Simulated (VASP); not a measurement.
Calculation: PBEsol GGA, VASP's PBE PAW potentials (set 64) (plane waves; VASP).

VASP input:

### INCAR
```
EDIFF  =  1E-7   ! SCF stop (eV)
LWAVE  =  .FALSE.
ISMEAR  =  1
LASPH  =  .TRUE.   ! aspherical one-centre terms
GGA  =  PS   ! PBEsol
ENCUT  =  600
ISIF  =  2   ! forces and stress, cell fixed
SIGMA  =  0.1
NELM  =  100   ! most electronic steps
ALGO  =  Normal
LCHARG  =  .FALSE.
LREAL  =  .FALSE.   ! projection in real space or not
LMAXMIX  =  6
PREC  =  Accurate
SYSTEM  =  ScPtO2
```

### KPOINTS
```
Automatic mesh
0
Gamma
10 10 10
0 0 0
```

**POSCAR**
```
ScPtO2
6.5570060
  0.2433743463   0.1405122267   0.9597005863
 -0.2433743463   0.1405122267   0.9597005863
  0.0000000000  -0.2810244534   0.9597005863
Pt Sc O
1 1 2
Cart
  0.0000000000  -0.0000000000   2.8791017590
  0.0000000000  -0.0000000000   1.4395508795
 -0.0000000000  -0.0000000000   0.3147507569
  0.0000000000  -0.0000000000   2.5643510021
```

POTCAR, in this order: Pt Sc_sv O (PBE.64 set). Program: vasp_std.

The resulting files:

OSZICAR:
```
       N       E                     dE             d eps       ncg     rms          rms(c)
DAV:   1     0.448349882971E+03    0.44835E+03   -0.17811E+04  4704   0.189E+03
DAV:   2     0.330551043879E+02   -0.41529E+03   -0.40697E+03  4712   0.534E+02
DAV:   3    -0.354220965973E+02   -0.68477E+02   -0.65420E+02  7580   0.190E+02
DAV:   4    -0.386682650407E+02   -0.32462E+01   -0.30569E+01  7272   0.473E+01
DAV:   5    -0.387310848881E+02   -0.62820E-01   -0.61567E-01  6208   0.491E+00    0.207E+01
DAV:   6    -0.328779895663E+02    0.58531E+01   -0.38717E+01  7396   0.584E+01    0.105E+01
DAV:   7    -0.325264121085E+02    0.35158E+00   -0.21927E+00  6968   0.144E+01    0.621E+00
DAV:   8    -0.324518041136E+02    0.74608E-01   -0.50574E-01  7300   0.788E+00    0.109E+00
DAV:   9    -0.324409995171E+02    0.10805E-01   -0.51462E-02  6860   0.227E+00    0.353E-01
DAV:  10    -0.324409160611E+02    0.83456E-04   -0.56002E-03  6664   0.897E-01    0.102E-01
DAV:  11    -0.324409072573E+02    0.88037E-05   -0.36549E-04  5704   0.194E-01    0.441E-02
DAV:  12    -0.324409367861E+02   -0.29529E-04   -0.82211E-05  7232   0.799E-02    0.162E-02
DAV:  13    -0.324409353444E+02    0.14418E-05   -0.25169E-05  5628   0.401E-02    0.428E-03
DAV:  14    -0.324409352586E+02    0.85762E-07   -0.15513E-06  7020   0.139E-02    0.168E-03
DAV:  15    -0.324409352210E+02    0.37583E-07   -0.40929E-07  5680   0.480E-03
   1 F= -.32440935E+02 E0= -.32440179E+02  d E =-.226953E-02
```

**OUTCAR**
```
------------------------ aborting loop because EDIFF is reached ----------------------------------------
  FORCE on cell =-STRESS in cart. coord.  units (eV):
  Direction    XX          YY          ZZ          XY          YZ          ZX
  --------------------------------------------------------------------------------------
  Total       -3.9141139     -3.9141129     -6.5855662      0.0000000      0.0000000     -0.0000000
  in kB     -112.9669414   -112.9669130   -190.0688885      0.0000000      0.0000000     -0.0000000
  external PRESSURE =    -138.6675810 kB  Pullay stress =       0.0000000 kB
  volume of cell :       55.51
      direct lattice vectors                 reciprocal lattice vectors
     1.595807049  0.921339513  6.292762503     0.313321087  0.180896037  0.052970906
    -1.595807049  0.921339513  6.292762503    -0.313321087  0.180896037  0.052970906
     0.000000000 -1.842679027  6.292762503     0.000000000 -0.361792074  0.052970906
 POSITION                                       TOTAL-FORCE (eV/Angst)
 -----------------------------------------------------------------------------------
      0.00000      0.00000      0.00000         0.000000      0.000000     -0.000000
      0.00000     -0.00000      9.43914         0.000000      0.000000      0.000000
      0.00000     -0.00000      2.06382         0.000000     -0.000000      0.054394
      0.00000     -0.00000     16.81446         0.000000      0.000000     -0.054394
 -----------------------------------------------------------------------------------
    total drift:                                0.000000      0.000000     -0.000000
  FREE ENERGIE OF THE ION-ELECTRON SYSTEM (eV)
  ---------------------------------------------------
  free  energy   TOTEN  =       -32.4409352210 eV

  energy  without entropy=      -32.4386656914  energy(sigma->0) =      -32.44017871
```
(Selected blocks of OUTCAR.)

The structure was generated: ScPtO2 was put into the delafossite type (R-3m), which need not be its known phase. This cell was strained or had an atom moved on purpose. The electron count is odd and the run is not spin-polarised, which forces a metal.
